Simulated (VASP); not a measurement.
**SiNi2: structure and properties in VASP**

What structure and properties does r2SCAN + rVV10 give SiNi2, and how near are they to the measured ones? The steps: relaxing cell and atoms (r2SCAN + rVV10), second relaxation, single point with fields (r2SCAN + rVV10), band structure (r2SCAN + rVV10), density of states (r2SCAN + rVV10) and independent-particle dielectric function (r2SCAN + rVV10). The start is a cell from a database of measured crystal structures.

Calculated with VASP 6.6.1; r2SCAN with rVV10, spin-polarised from a ferromagnetic start; plane waves and PAW (Si, Ni).

Experimental background.

For Ni2Si, orthorhombic Pnma (bulk crystal), “Metallic Nickel Silicides: Experiments and Theory for NiSi and First Principles Calculations for Other Phases” (2016, arxiv:1602.05840) quotes earlier work: lattice constant a (a, Pnma setting) 4.992 Å [literature experimental value used as calculation input].

This is a report of a sequence of runs, with most program output left out.

### Step 1. The starting structure

Before any relaxation, the start is as follows. Symmetry: Pnma, No. 62, orthorhombic system. The conventional cell has a = 4.990 Å, b = 3.720 Å, c = 7.030 Å, α = 90.00°, β = 90.00°, γ = 90.00°. Nearest to Si lie 10 Ni at 2.28 to 2.71 Å. Ni has 5 Si at 2.34 to 2.57 Å and 6 Ni at 2.53 to 2.62 Å nearest. Nearest to Ni lie 5 Si at 2.28 to 2.71 Å and 8 Ni at 2.53 to 2.71 Å. Farther neighbours are not listed.

Structure file:

```cif
data_structure
_symmetry_space_group_name_H-M 'Pnma'
_symmetry_Int_Tables_number 62
_cell_length_a 4.9900
_cell_length_b 3.7200
_cell_length_c 7.0300
_cell_angle_alpha 90.000
_cell_angle_beta 90.000
_cell_angle_gamma 90.000
_cell_volume 130.50
loop_
_atom_site_label
_atom_site_type_symbol
_atom_site_symmetry_multiplicity
_atom_site_Wyckoff_symbol
_atom_site_fract_x
_atom_site_fract_y
_atom_site_fract_z
_atom_site_occupancy
Si1 Si 4 c 0.28600 0.75000 0.61400 1
Ni1 Ni 4 c 0.95800 0.75000 0.20300 1
Ni2 Ni 4 c 0.82500 0.75000 0.56300 1
```

### Step 2. Relaxing cell and atoms (r2SCAN + rVV10)

Properties are meant for the cell that this level of theory prefers, so cell and atoms are relaxed first (ISIF = 3) until forces and stress are small; EDIFFG sets the threshold. r2SCAN adds the kinetic-energy density, costs more than a GGA and is run with LASPH. LUSE_VDW switches on a nonlocal correlation term for dispersion.

INCAR reads:

```
SYSTEM = SiNi2
PREC = Accurate
ENCUT = 400
EDIFF = 1E-06
NELM = 100
ISMEAR = 1
SIGMA = 0.2
LREAL = .FALSE.
ALGO = Normal
METAGGA = R2SCAN
LUSE_VDW = .TRUE.
IVDW_NL = 2
BPARAM = 11.95
CPARAM = 0.0093
LASPH = .TRUE.
NBANDS = 71
ISPIN = 2
MAGMOM = 0 0 0 0 1 1 1 1 1 1 1 1
LMAXMIX = 4
LORBIT = 11
LWAVE = .FALSE.
LCHARG = .FALSE.
KPAR = 8
IBRION = 2
NSW = 60
ISIF = 3
EDIFFG = -0.01
```

POSCAR reads:

```
SiNi2
1.0
    4.9900000000      0.0000000000      0.0000000000
    0.0000000000      3.7200000000      0.0000000000
    0.0000000000      0.0000000000      7.0300000000
Si Ni
4 8
Direct
    0.2860000000      0.7500000000      0.6140000000
    0.7140000000      0.2500000000      0.3860000000
    0.2140000000      0.2500000000      0.1140000000
    0.7860000000      0.7500000000      0.8860000000
    0.9580000000      0.7500000000      0.2030000000
    0.0420000000      0.2500000000      0.7970000000
    0.5420000000      0.2500000000      0.7030000000
    0.4580000000      0.7500000000      0.2970000000
    0.8250000000      0.7500000000      0.5630000000
    0.1750000000      0.2500000000      0.4370000000
    0.6750000000      0.2500000000      0.0630000000
    0.3250000000      0.7500000000      0.9370000000
```

KPOINTS reads:

```
Automatic mesh
0
Gamma
6 7 4
0 0 0
```

PAW data sets: Si and Ni (PBE family, release 64).

Started as:

```console
mpirun -np 8 vasp_std
```

The job ended after 40 min (8 MPI ranks of Intel Xeon Platinum 8488C (Sapphire Rapids), shared host; peak memory 5.9 GiB; 5.3 h of CPU time).

The moments of the start collapse, so the state is non-magnetic; other starts or orders were not tried. The PAW data sets were made with PBE, which is usual practice but a small mismatch for other functionals. The run keeps the 8 symmetry operations of its start, so it cannot find a distortion of lower symmetry.

The steps of the relaxation:

```
step  energy less that of the first step (eV)  largest force (eV/Å)  pressure (GPa)  volume (Å³)
   1                                   0.0000                0.3785           -5.52       130.50
   2                                  -0.0033                0.1923            7.23       123.55
   3                                  -0.0736                0.2574            0.55       126.90
   4                                  -0.0873                0.0979            0.19       127.05
   5                                  -0.0886                0.1292            0.03       127.11
   6                                  -0.0910                0.0647           -0.18       127.17
   7                                  -0.0914                0.0391           -0.27       127.21
   8                                  -0.0925                0.0353            0.34       126.87
   9                                  -0.0925                0.0355            0.28       126.84
  10                                  -0.0936                0.0281            0.09       126.93
  11                                  -0.0940                0.0237           -0.15       127.02
  12                                  -0.0940                0.0231           -0.15       127.03
  13                                  -0.0943                0.0164            0.02       126.91
  14                                  -0.0943                0.0154            0.00       126.88
  15                                  -0.0943                0.0146            0.06       126.81
  16                                  -0.0943                0.0147            0.14       126.84
  17                                  -0.0943                0.0150            0.11       126.86
  18                                  -0.0943                0.0072           -0.06       126.94
```

```
conventional cell, symmetrised  before  after  change
                         a (Å)   4.990  4.914  -1.5 %
                         b (Å)   3.720  3.696  -0.7 %
                         c (Å)   7.030  6.990  -0.6 %
              volume (Å³/atom)   10.87  10.58  -2.7 %
```

The atoms that moved most (Å, as changes of fractional coordinates times the final cell):

```
atom      dx     dy      dz  length
Ni11  -0.020  0.000  -0.020   0.029
Ni10  -0.020  0.000   0.020   0.029
 Ni9   0.020  0.000  -0.020   0.029
Ni12   0.020  0.000   0.020   0.029
 Ni6   0.006  0.000  -0.026   0.027
 Ni7   0.006  0.000   0.026   0.027
 Ni8  -0.006  0.000  -0.026   0.027
 Ni5  -0.006  0.000   0.026   0.027
```

The relaxed structure:

```xyz
12
Lattice="4.9138 0.0000 0.0000 0.0000 3.6955 0.0000 0.0000 0.0000 6.9903" Properties=species:S:1:pos:R:3 pbc="T T T"
Si    1.4303    2.7717    4.2915
Si    3.4835    0.9239    2.6988
Si    1.0266    0.9239    0.7963
Si    3.8872    2.7717    6.1940
Ni    4.7018    2.7717    1.4451
Ni    0.2120    0.9239    5.5453
Ni    2.6689    0.9239    4.9402
Ni    2.2449    2.7717    2.0501
Ni    4.0743    2.7717    3.9153
Ni    0.8395    0.9239    3.0750
Ni    3.2964    0.9239    0.4201
Ni    1.6174    2.7717    6.5702
```

Numbers from this step:

```yaml
electrons: 96
bands: 71
irreducible_k_points: 48
symmetry_operations: 8
free_energy_toten: -135.0490 eV
energy_at_zero_smearing: -135.0445 eV
fermi_energy: 11.47 eV
pressure: -0.05968 GPa
metallic: yes
scf_cycles_over_all_ionic_steps: 154
```

The spin moment in the PAW sphere vanishes on all atoms.

It ends with a largest force of 0.007 eV/Å and a pressure of -0.06 GPa. The volume lies -2.7 % from that of the database's start, which holds the thermal and zero-point expansion of its experiment.

### Step 3. Second relaxation

The basis stayed that of the start cell while the cell moved. A rerun from the cell reached resets it; the error of the finite cutoff stays.

INCAR is that of step 2.

POSCAR reads:

```
SiNi2
1.0
    4.9138102917      0.0000000000      0.0000000000
    0.0000000000      3.6955417203      0.0000000000
    0.0000000000      0.0000000000      6.9903212908
Si Ni
4 8
Direct
    0.2910849520      0.7500000000      0.6139163752
    0.7089150480      0.2500000000      0.3860836248
    0.2089150480      0.2500000000      0.1139163752
    0.7910849520      0.7500000000      0.8860836248
    0.9568583292      0.7500000000      0.2067230870
    0.0431416708      0.2500000000      0.7932769130
    0.5431416708      0.2500000000      0.7067230870
    0.4568583292      0.7500000000      0.2932769130
    0.8291461180      0.7500000000      0.5601017576
    0.1708538820      0.2500000000      0.4398982424
    0.6708538820      0.2500000000      0.0601017576
    0.3291461180      0.7500000000      0.9398982424
```

KPOINTS is that of step 2.

Started as:

```console
mpirun -np 8 vasp_std
```

Run time: 12 min. Hardware: 8 MPI ranks; peak memory 5.6 GiB; 1.7 h of CPU time.

Little changed from the start: no atom moved by 0.005 Å and no cell edge by 0.1 %.

This step gave:

```
free energy (TOTEN)             : -135.0346 eV
energy at zero smearing         : -135.0301 eV
Fermi energy                    : 11.49 eV
pressure                        : 0.02032 GPa
SCF cycles over all ionic steps : 58
```

It ends with a largest force of 0.009 eV/Å and a pressure of 0.02 GPa. The volume moved by only 0.08 %, so the volume is settled.

### Step 4. Single point with fields (r2SCAN + rVV10)

The relaxed cell gets a fresh self-consistent run, on a basis set for its own volume, to fix the density and to check the remaining stress.

INCAR: that of step 3 with these lines changed.

```diff
@@ -21,7 +21,5 @@
 LWAVE = .FALSE.
-LCHARG = .FALSE.
-KPAR = 8
-IBRION = 2
-NSW = 60
-ISIF = 3
-EDIFFG = -0.01
+LCHARG = .TRUE.
+ISIF = 2
+LELF = .TRUE.
+LVHAR = .TRUE.
```

POSCAR reads:

```
SiNi2
1.0
    4.9120834698      0.0000000000      0.0000000000
    0.0000000000      3.6939066691      0.0000000000
    0.0000000000      0.0000000000      6.9899679846
Si Ni
4 8
Direct
    0.2910503809      0.7500000000      0.6138758221
    0.7089496191      0.2500000000      0.3861241779
    0.2089496191      0.2500000000      0.1138758221
    0.7910503809      0.7500000000      0.8861241779
    0.9570285918      0.7500000000      0.2067874570
    0.0429714082      0.2500000000      0.7932125430
    0.5429714082      0.2500000000      0.7067874570
    0.4570285918      0.7500000000      0.2932125430
    0.8290966976      0.7500000000      0.5600669831
    0.1709033024      0.2500000000      0.4399330169
    0.6709033024      0.2500000000      0.0600669831
    0.3290966976      0.7500000000      0.9399330169
```

KPOINTS is that of step 3.

Started as:

```console
mpirun -np 8 vasp_std
```

Run time: 3.1 min. Hardware: 8 MPI ranks; peak memory 1.8 GiB.

With spin, VASP writes an ELF for each channel.

This step gave:

```
SCF cycles              : 19
bands                   : 72
free energy (TOTEN)     : -135.0342 eV
energy at zero smearing : -135.0297 eV
pressure                : 0.02514 GPa
```

Valence electrons inside each PAW sphere by angular momentum. Sphere charges, by row:

```
atom  s (e)  p (e)  d (e)  tot (e)
 Si1  0.718  0.918      0    1.636
 Si2  0.718  0.918      0    1.636
 Si3  0.718  0.918      0    1.636
 Si4  0.718  0.918      0    1.636
 Ni5  0.472  0.607   8.49    9.569
 Ni6  0.472  0.607   8.49    9.569
 Ni7  0.472  0.607   8.49    9.569
 Ni8  0.472  0.607   8.49    9.569
 Ni9  0.506  0.653  8.506    9.665
Ni10  0.506  0.653  8.506    9.665
Ni11  0.506  0.653  8.506    9.665
Ni12  0.506  0.653  8.506    9.665
```

ELF of up spins in the ac plane at fractional y = 0.250, with atoms of Si and Ni within 0.2 Å of it. It is the smooth field of the valence electrons, not physical close to the nuclei.

Values, 19 rows by 14 columns, each cell a mean:
```
0.31 0.44 0.55 0.56 0.49 0.39 0.26 0.19 0.17 0.13 0.16 0.21 0.25 0.26
0.18 0.23 0.30 0.32 0.32 0.26 0.22 0.21 0.21 0.21 0.23 0.27 0.25 0.20
0.03 0.05 0.14 0.20 0.23 0.20 0.17 0.18 0.21 0.23 0.28 0.27 0.20 0.10
0.00 0.00 0.08 0.20 0.23 0.20 0.15 0.11 0.13 0.19 0.23 0.24 0.19 0.05
0.01 0.02 0.10 0.21 0.24 0.20 0.07 0.01 0.01 0.10 0.21 0.24 0.20 0.08
0.11 0.13 0.19 0.23 0.25 0.18 0.04 0.00 0.00 0.07 0.20 0.23 0.20 0.15
0.19 0.22 0.24 0.29 0.28 0.20 0.10 0.03 0.05 0.15 0.20 0.23 0.21 0.16
0.21 0.21 0.21 0.22 0.27 0.25 0.20 0.19 0.24 0.31 0.33 0.33 0.27 0.23
0.19 0.16 0.12 0.14 0.21 0.24 0.27 0.32 0.45 0.56 0.56 0.50 0.40 0.27
0.20 0.06 0.01 0.03 0.13 0.19 0.32 0.48 0.58 0.56 0.51 0.55 0.55 0.36
0.22 0.03 0.00 0.01 0.09 0.20 0.36 0.52 0.45 0.23 0.20 0.41 0.62 0.47
0.26 0.09 0.03 0.06 0.17 0.23 0.39 0.51 0.36 0.11 0.07 0.29 0.58 0.50
0.26 0.23 0.24 0.26 0.26 0.27 0.37 0.50 0.49 0.33 0.26 0.36 0.52 0.44
0.35 0.43 0.51 0.52 0.46 0.36 0.34 0.45 0.59 0.65 0.61 0.55 0.45 0.36
0.46 0.59 0.63 0.59 0.54 0.45 0.36 0.34 0.41 0.49 0.50 0.44 0.36 0.33
0.51 0.48 0.33 0.25 0.35 0.52 0.43 0.27 0.22 0.23 0.26 0.26 0.27 0.37
0.52 0.36 0.12 0.07 0.28 0.60 0.49 0.27 0.09 0.03 0.06 0.16 0.23 0.38
0.53 0.44 0.24 0.20 0.41 0.62 0.46 0.23 0.03 0.00 0.01 0.09 0.20 0.35
0.48 0.59 0.58 0.53 0.56 0.55 0.35 0.20 0.06 0.01 0.03 0.13 0.19 0.32
```
Columns run along a (4.9 Å), rows up along c (7.0 Å). Atoms in or near the plane, at fractional coordinates: Si at (0.71, 0.39), Si at (0.21, 0.11), Ni at (0.04, 0.79), Ni at (0.54, 0.71), Ni at (0.17, 0.44), Ni at (0.67, 0.06).

Electrostatic potential energy in the ac plane at fractional y = 0.250, with atoms of Si and Ni within 0.2 Å of it. With pseudopotentials it is smooth inside the atoms' cores, unlike the true potential.

Ten even steps from '0' (-97 eV) to '9' (1 eV), each cell a mean:
```
99999999878999
88999999999999
34799999999996
01599987789984
22699852269985
77899840059998
99999964479999
99999998899999
98779999999999
84237999866899
83016999621489
85348998500279
98889999622589
99999999977899
98778999999999
96324899878999
84002798534799
96214897301699
98768998513799
```
Columns run along a (4.9 Å; values clipped at the 3rd and 97th percentile), rows up along c (7.0 Å). Atoms in or near the plane, at fractional coordinates: Si at (0.71, 0.39), Si at (0.21, 0.11), Ni at (0.04, 0.79), Ni at (0.54, 0.71), Ni at (0.17, 0.44), Ni at (0.67, 0.06).

ELF of down spins in the ac plane at fractional y = 0.250, with atoms of Si and Ni within 0.2 Å of it. It is the smooth field of the valence electrons, not physical close to the nuclei.

Values, 19 rows by 14 columns, each cell a mean:
```
0.31 0.44 0.55 0.56 0.49 0.39 0.26 0.19 0.17 0.13 0.16 0.21 0.25 0.26
0.18 0.23 0.30 0.32 0.32 0.26 0.22 0.21 0.21 0.21 0.23 0.27 0.25 0.20
0.03 0.05 0.14 0.20 0.23 0.20 0.17 0.18 0.21 0.23 0.28 0.27 0.20 0.10
0.00 0.00 0.08 0.20 0.23 0.20 0.15 0.11 0.13 0.19 0.23 0.24 0.19 0.05
0.01 0.02 0.10 0.21 0.24 0.20 0.07 0.01 0.01 0.10 0.21 0.24 0.20 0.08
0.11 0.13 0.19 0.23 0.25 0.18 0.04 0.00 0.00 0.07 0.20 0.23 0.20 0.15
0.19 0.22 0.24 0.29 0.28 0.20 0.10 0.03 0.05 0.15 0.20 0.23 0.21 0.16
0.21 0.21 0.21 0.22 0.27 0.25 0.20 0.19 0.24 0.31 0.33 0.33 0.27 0.23
0.19 0.16 0.12 0.14 0.21 0.24 0.27 0.32 0.45 0.56 0.56 0.50 0.40 0.27
0.20 0.06 0.01 0.03 0.13 0.19 0.32 0.48 0.58 0.56 0.51 0.55 0.55 0.36
0.22 0.03 0.00 0.01 0.09 0.20 0.36 0.52 0.45 0.23 0.20 0.41 0.62 0.47
0.26 0.09 0.03 0.06 0.17 0.23 0.39 0.51 0.36 0.11 0.07 0.29 0.58 0.50
0.26 0.23 0.24 0.26 0.26 0.27 0.37 0.50 0.49 0.33 0.26 0.36 0.52 0.44
0.35 0.43 0.51 0.52 0.46 0.36 0.34 0.45 0.59 0.65 0.61 0.55 0.45 0.36
0.46 0.59 0.63 0.59 0.54 0.45 0.36 0.34 0.41 0.49 0.50 0.44 0.36 0.33
0.51 0.48 0.33 0.25 0.35 0.52 0.43 0.27 0.22 0.23 0.26 0.26 0.27 0.37
0.52 0.36 0.12 0.07 0.28 0.60 0.49 0.27 0.09 0.03 0.06 0.16 0.23 0.38
0.53 0.44 0.24 0.20 0.41 0.62 0.46 0.23 0.03 0.00 0.01 0.09 0.20 0.35
0.48 0.59 0.58 0.53 0.56 0.55 0.35 0.20 0.06 0.01 0.03 0.13 0.19 0.32
```
Columns run along a (4.9 Å), rows up along c (7.0 Å). Atoms in or near the plane, at fractional coordinates: Si at (0.71, 0.39), Si at (0.21, 0.11), Ni at (0.04, 0.79), Ni at (0.54, 0.71), Ni at (0.17, 0.44), Ni at (0.67, 0.06).

In this run the pressure is 0.03 GPa, small enough to go on.

### Step 5. Band structure (r2SCAN + rVV10)

The mesh alone shows little of the dispersion and can miss band extrema, so KPOINTS_OPT adds a path through the symmetry points after the self-consistent cycle.

INCAR: that of step 4 with these lines changed.

```diff
@@ -15,3 +15,3 @@
 LASPH = .TRUE.
-NBANDS = 71
+NBANDS = 87
 ISPIN = 2
@@ -21,5 +21,3 @@
 LWAVE = .FALSE.
-LCHARG = .TRUE.
-ISIF = 2
-LELF = .TRUE.
-LVHAR = .TRUE.
+LCHARG = .FALSE.
+KPAR = 8
```

POSCAR is that of step 4.

KPOINTS is that of step 4.

KPOINTS_OPT reads:

```
Line mode
12
Line-mode
Reciprocal
  0.00000000   0.00000000   0.00000000 GAMMA
  0.00000000  -0.50000000   0.00000000 X

  0.00000000  -0.50000000   0.00000000 X
 -0.50000000  -0.50000000   0.00000000 S

 -0.50000000  -0.50000000   0.00000000 S
 -0.50000000   0.00000000   0.00000000 Y

 -0.50000000   0.00000000   0.00000000 Y
  0.00000000   0.00000000   0.00000000 GAMMA

  0.00000000   0.00000000   0.00000000 GAMMA
  0.00000000   0.00000000  -0.50000000 Z

  0.00000000   0.00000000  -0.50000000 Z
  0.00000000  -0.50000000  -0.50000000 U

  0.00000000  -0.50000000  -0.50000000 U
 -0.50000000  -0.50000000  -0.50000000 R

 -0.50000000  -0.50000000  -0.50000000 R
 -0.50000000   0.00000000  -0.50000000 T

 -0.50000000   0.00000000  -0.50000000 T
  0.00000000   0.00000000  -0.50000000 Z

 -0.50000000   0.00000000   0.00000000 Y
 -0.50000000   0.00000000  -0.50000000 T

  0.00000000  -0.50000000  -0.50000000 U
  0.00000000  -0.50000000   0.00000000 X

 -0.50000000  -0.50000000   0.00000000 S
 -0.50000000  -0.50000000  -0.50000000 R
```

Started as:

```console
mpirun -np 8 vasp_std
```

Run time: 7.6 min. Hardware: 8 MPI ranks; peak memory 8 GiB; 60 min of CPU time.

This step gave:

| Property | Result |
| --- | --- |
| bands | 87 |
| pressure | 0.01974 GPa |

Both spin channels agree. Electronic bands along the path, in eV, zero at the Fermi level; # counts the bands kept:

```
          point    #43    #44    #45    #46    #47    #48   #49   #50
              Γ  -1.01  -0.98  -0.65  -0.18   0.84   0.96  1.96  2.46
0.55 of the way  -1.04  -0.76  -0.57  -0.33   0.17   0.32  0.96  1.26
              X  -1.02  -1.02  -0.98  -0.98   0.82   0.82  1.42  1.42
0.55 of the way  -0.98  -0.98  -0.90  -0.90   0.33   0.33  0.44  0.44
              S  -0.81  -0.81  -0.81  -0.81   0.02   0.02  0.02  0.02
0.45 of the way  -1.00  -1.00  -0.37  -0.37   0.65   0.65  1.05  1.05
              Y  -0.99  -0.99   1.28   1.28   2.26   2.26  2.97  2.97
0.55 of the way  -0.97  -0.89  -0.33   0.45   1.86   1.92  2.29  2.48
              Γ  -1.01  -0.98  -0.65  -0.18   0.84   0.96  1.96  2.46
0.55 of the way  -1.04  -0.84  -0.57  -0.29   0.11   1.18  1.30  1.36
              Z  -1.12  -1.12  -0.41  -0.41   0.21   0.21  1.49  1.49
0.55 of the way  -0.77  -0.77  -0.62  -0.62  -0.37  -0.37  1.89  1.89
              U  -0.97  -0.97  -0.45  -0.45  -0.37  -0.37  1.44  1.44
0.55 of the way  -0.99  -0.99  -0.58  -0.58  -0.30  -0.30  1.60  1.60
              R  -0.75  -0.75  -0.75  -0.75   0.51   0.51  0.51  0.51
0.45 of the way  -0.49  -0.49  -0.25  -0.25   0.10   0.10  0.61  0.61
              T  -0.59  -0.59   0.31   0.31   1.98   1.98  1.98  1.98
0.45 of the way  -0.77  -0.77   0.24   0.24   0.75   0.75  1.46  1.46
              Z  -1.12  -1.12  -0.41  -0.41   0.21   0.21  1.49  1.49
      jump to Y  -0.99  -0.99   1.28   1.28   2.26   2.26  2.97  2.97
0.45 of the way  -0.99  -0.99   1.32   1.32   1.42   1.42  2.81  2.81
              T  -0.59  -0.59   0.31   0.31   1.98   1.98  1.98  1.98
      jump to U  -0.97  -0.97  -0.45  -0.45  -0.37  -0.37  1.44  1.44
0.55 of the way  -1.08  -1.08  -0.78  -0.78   0.31   0.31  1.54  1.54
              X  -1.02  -1.02  -0.98  -0.98   0.82   0.82  1.42  1.42
      jump to S  -0.81  -0.81  -0.81  -0.81   0.02   0.02  0.02  0.02
```

Of the projections kept (Si, Ni), the largest for each band there; the rest of the weight can lie on other orbitals:

```
point      #43      #44      #45      #46      #47      #48      #49      #50
    Γ  Ni 1.00  Ni 1.00  Ni 0.97  Ni 0.96  Ni 0.84  Ni 0.88  Ni 0.87  Ni 0.82
    X  Ni 0.99  Ni 0.99  Ni 1.00  Ni 1.00  Ni 0.88  Ni 0.88  Ni 0.83  Ni 0.83
    S  Ni 0.98  Ni 0.98  Ni 0.98  Ni 0.98  Ni 0.94  Ni 0.94  Ni 0.94  Ni 0.94
    Y  Ni 1.00  Ni 1.00  Ni 0.86  Ni 0.86  Ni 0.66  Ni 0.66  Ni 0.73  Ni 0.73
    Γ  Ni 1.00  Ni 1.00  Ni 0.97  Ni 0.96  Ni 0.84  Ni 0.88  Ni 0.87  Ni 0.82
    Z  Ni 0.97  Ni 0.97  Ni 0.96  Ni 0.96  Ni 0.90  Ni 0.90  Ni 0.79  Ni 0.79
```

There is no gap at this level.

Of the bands kept, 4 cross the Fermi level on this path.

(Part 1 of 2 ends here.)

[Lines on the potential files, build, host, timing and source positions are cut from VASP's logs without a mark.]

[Logs are printed without paths, hosts, clocks, repeated set-up lines and the standing remarks that a program may print on its own settings, such as how far it seeks lower states.]

[Hosts, paths, dates, database ids (printed as entryN), source tags and the programs' standing remarks are cut or masked in the printed files.]

[A measured line is paired with the nearest computed mode of its activity, which favours agreement.]

[In band tables of VASP the shares of atoms and orbitals are scaled to a sum of 1 inside the atoms' spheres.]
